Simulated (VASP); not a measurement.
## TiC: energy against strain

TiC (rock salt, Fm-3m, 9.904 Å³/atom at rest, cube axes along x, y and z) under an equal strain ε along x and y, with z held. PBEsol in VASP (plane waves, PAW), 600 eV, 18×18×18 Γ-centred mesh, Methfessel-Paxton smearing 0.10 eV; ions are relaxed within the symmetry of each cell.

Here s stands for strain and y for E less E0.

| strain (%) | E less E0 (meV/atom) |
|---|---|
| -1.50 | 9.90 |
| -1.00 | 4.33 |
| -0.50 | 1.07 |
| 0.00 | 0.00 |
| 0.50 | 1.01 |
| 1.00 | 4.02 |
| 1.50 | 8.91 |
| 3.00 | ? |

Task: Fit y against s with a parabola, and predict the withheld value at s = 3.00.

Result: Least squares gives y = -0.004 - 0.2607·s + 4.1814·s². Residuals (row less fit): 0.105, -0.108, -0.102, 0.004, 0.099, 0.103, -0.103; standard error 0.127 (degrees of freedom: 4). Twice the quadratic coefficient over the volume, 2 × 4.1814 meV × 10⁴ × 0.1602 / 9.904 Å³, is the elastic constants 2(C11 + C12) = 1353 ± 18 GPa. At the withheld row, y = -0.004 - 0.2607 × 3.0 + 4.1814 × 3.0² = 36.846 meV/atom. The calculation gives 33.97 meV/atom, 2.876 meV/atom below the prediction (8.5 % of the range of y in the table). The row lies outside the fitted rows, so this is an extrapolation. From the scatter of the fitted rows alone, a prediction at this place has a standard error of 0.484 meV/atom, so the miss is 5.9 times that.

One order more, fitted to all 13 runs of the series, follows each within 0.02, so the miss is the next term of a smooth law. In a metal these values are sensitive to mesh and smearing; energies are taken to zero smearing, stresses follow the free energy. Rows are the converged runs of the series near zero and its far end; series whose fitted rows scatter by over a few per cent of the range, as at a crossing or softening among them, aren't shown in this form. Most that stay on the fit to the last digits aren't either.
